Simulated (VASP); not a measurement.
A run of VASP 6.6.1:

Contents of POSCAR:

```
CoC23                                   
1.0
    0.0000000000      5.3503200000      5.3503200000
    3.5668800000      0.0000000000      3.5668800000
    3.5668800000      3.5668800000      0.0000000000
  Co              C             
     1    23
Direct
     0.9983324907932565    0.0008668805022164    0.9976836596459712
     0.0009393379283153    0.9991166859729713    0.4962649425970048
     0.0009486416673892    0.4990705284221525    0.9963917883437972
     0.0010251057200016    0.4993562876872253    0.4964964277620974
     0.3338571370441947    0.0015523767317111    0.9989417318547115
     0.3386385622832975    0.9988098232821918    0.4897038082797182
     0.3386783114898459    0.4925112166993523    0.9960112183936440
     0.3330865140533815    0.5000525285321722    0.4974779614301031
     0.6680797438506496    0.9981919862584894    0.9954356231269985
     0.6617484392551822    0.0015963002176802    0.5020260667810995
     0.6617755987224023    0.5048192120534586    0.9988511416472495
     0.6678922875307317    0.4990057786046572    0.4963414657402317
     0.0938058313413729    0.1360516259934186    0.1333137871420144
     0.0958257624133339    0.1345008982472740    0.5827476977411632
     0.0959036041227929    0.5857778861116222    0.1315700479705288
     0.0848247796129922    0.6240651402706145    0.6213413024191135
     0.4254402855522293    0.1185730660177272    0.1157301308667261
     0.4136791897972215    0.1253445160816807    0.6267933178006823
     0.4137354827495483    0.6293276057246892    0.1227572250974908
     0.4183553073724433    0.6233447393613046    0.6205495436234926
     0.7176726162710478    0.1417426186056196    0.1389440289229677
     0.7511459928247689    0.1251757088315824    0.6210412417467974
     0.7511395222451591    0.6237799542201344    0.1224807621671123
     0.7491864553584587    0.6249916355700484    0.6222230788992771
```

Contents of INCAR.step1:

```
SYSTEM = CoC23
PREC = Accurate ; ENCUT = 450
EDIFF = 1E-5 ; ISMEAR = 0
SIGMA = 0.03 ; LREAL = Auto
LASPH = .TRUE. ; NELM = 70
ALGO = Normal ; ISIF = 2
LWAVE = .TRUE. ; LCHARG = .FALSE.
ISPIN = 2 ; MAGMOM = 1 0 0 0 0 0 0 0 0 0 0 0 0 0 0 0 0 0 0 0 0 0 0 0
LORBIT = 11 ; NUPDOWN = 1
LMAXMIX = 4 ; NBANDS = 72
ISYM = -1 ; TIME = 0.4
NKRED = 2 ; GGA = PE
KPAR = 2
```

INCAR.step2

```
SYSTEM = CoC23
PREC = Accurate ; ENCUT = 450
EDIFF = 1E-4 ; ISMEAR = 0
SIGMA = 0.03 ; LREAL = Auto
LASPH = .TRUE. ; NELM = 70
ALGO = Damped ; ISIF = 2
LWAVE = .FALSE. ; LCHARG = .FALSE.
ISPIN = 2 ; MAGMOM = 1 0 0 0 0 0 0 0 0 0 0 0 0 0 0 0 0 0 0 0 0 0 0 0
LORBIT = 11 ; NUPDOWN = 1
LMAXMIX = 4 ; GGA = PE
LHFCALC = .TRUE. ; HFSCREEN = 0.2
PRECFOCK = Fast ; NBANDS = 72
ISYM = -1 ; TIME = 0.4
NKRED = 2 ; ISTART = 1
KPAR = 2
```

File KPOINTS:

```
Automatic mesh
0
G
  2 2 2
  0 0 0
```

Potentials or basis: VASP PAW PBE potentials, release 64 (Co, C).

Command:

```bash
$ cat potpaw_PBE.64/Co/POTCAR potpaw_PBE.64/C/POTCAR > POTCAR
$ cp INCAR.step1 INCAR
$ mpirun -np 4 vasp_std > vasp.out
$ cp INCAR.step2 INCAR
$ mpirun -np 4 vasp_std > vasp.out
```

Hardware: 4 MPI ranks on Intel(R) Xeon(R) 6975P-C (Granite Rapids), with other jobs on the host.

Task: Estimate the wall time of this run.

Result: Run time: 5 min on 4 MPI ranks on Intel(R) Xeon(R) 6975P-C (Granite Rapids) (shared host), peak memory 0.41 GiB a rank. Counts: scf iterations 21, k points 8.
